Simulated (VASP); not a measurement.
These are PBE GGA, VASP's PBE PAW potentials (set 64) (plane waves; VASP 6.6.1) values and carry that method's errors.

Input for VASP

### KPOINTS
```
Automatic mesh
0
Gamma
16 16 12
0 0 0
```

**POSCAR**
```
ZrB2
1.0
  3.1865250000   0.0000000000   0.0000000000
 -1.5932630000   2.7596120000   0.0000000000
  0.0000000000   0.0000000000   3.5737040000
Zr B
1 2
Cartesian
  0.0000000000   0.0000000000   0.0000000000
 -0.0000019266   1.8397422532   1.7868520000
  1.5932639266   0.9198697468   1.7868520000
```

**INCAR**
```
SYSTEM = ZrB2
PREC = Accurate
ENCUT = 320
EDIFF = 1E-6
NELM = 100
ALGO = Normal
LREAL = .FALSE.
LASPH = .TRUE.
ISMEAR = -1
SIGMA = 0.1
GGA = PE
LMAXMIX = 4
LWAVE = .FALSE.
LCHARG = .FALSE.
ISIF = 2
```

POTCAR, in this order: Zr_sv B (PBE.64 set). Program: vasp_std.

At this cut-off the stress carries a Pulay error, which pulls relaxed volumes low.

Question: What does the run give for the energy per atom (σ→0), pressure, band gap (on the k-mesh)?

Answer: 
| Property | Result |
|---|---|
| energy per atom (σ→0) | -8.320 eV/atom |
| band gap (on the k-mesh) | none (metal, semimetal or under 0.01 eV) |
| pressure | -52.3 kbar |

### OSZICAR
```
...
DAV:   7    -0.249668927141E+02    0.30780E-01   -0.84434E-01  8243   0.579E+00    0.301E+00
DAV:   8    -0.249664488840E+02    0.44383E-03   -0.91136E-02  6567   0.270E+00    0.700E-01
DAV:   9    -0.249634603888E+02    0.29885E-02   -0.17217E-02  6818   0.102E+00    0.143E-01
DAV:  10    -0.249633909184E+02    0.69470E-04   -0.86500E-04  6856   0.266E-01    0.403E-02
DAV:  11    -0.249633962642E+02   -0.53458E-05   -0.27982E-05  7673   0.572E-02    0.116E-02
DAV:  12    -0.249633934751E+02    0.27892E-05   -0.12129E-06  4578   0.105E-02    0.318E-03
DAV:  13    -0.249633930700E+02    0.40504E-06   -0.47343E-07  3515   0.641E-03
   1 F= -.24963393E+02 E0= -.24958989E+02  d E =-.880821E-02
```

The structure comes from a computed database's ZrB2 entry; how it stands against other phases isn't given here. The cell was not relaxed at this level. The run is one of a series of settings (ENCUT = 320 against the base run), some of them coarse on purpose.
